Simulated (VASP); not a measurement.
Consider the following.

```
CELL_PARAMETERS angstrom
      1.13515    -1.96614     0.00000
      1.13515     1.96614     0.00000
      0.00000     0.00000     3.55113
ATOMIC_POSITIONS crystal
  Be 0.33333 0.66667 0.25000
  Be 0.66667 0.33333 0.75000
```

These are SCAN meta-GGA, VASP's PBE PAW potentials (set 64) (plane waves; VASP 6.6.1) values and carry that method's errors. Settings: 520 eV cut-off, 20×20×12 Γ-centred mesh, tetrahedra with Blöchl corrections, potentials Be.

Problem. Tabulate the total density of states (states/eV per cell) against energy (eV; zero at the valence-band maximum or, without a gap, the Fermi level).

Solution. 
(E (eV), DOS (states/eV)): (-9.97, 0.21); (-9.62, 0.23); (-9.26, 0.25); (-8.90, 0.27); (-8.66, 0.28); (-8.30, 0.30); (-7.95, 0.31); (-7.59, 0.33); (-7.23, 0.35); (-6.87, 0.36); (-6.51, 0.38); (-6.16, 0.40); (-5.92, 0.41); (-5.56, 0.44); (-5.20, 0.50); (-4.85, 0.50); (-4.49, 0.51); (-4.13, 0.49); (-3.77, 0.49); (-3.42, 0.49); (-3.18, 0.62); (-2.82, 0.54); (-2.46, 0.49); (-2.10, 0.43); (-1.75, 0.41); (-1.39, 0.32); (-1.03, 0.23); (-0.67, 0.17); (-0.43, 0.20); (-0.08, 0.12); (0.28, 0.09); (0.64, 0.09); (1.00, 0.14); (1.35, 0.28); (1.71, 0.66); (2.07, 0.97); (2.31, 0.77); (2.67, 0.58); (3.02, 0.50); (3.38, 0.47)
Within 2 eV below the Fermi level the largest weight inside VASP's projection spheres is Be p.

The compound is Be in the hcp structure. It was relaxed first.
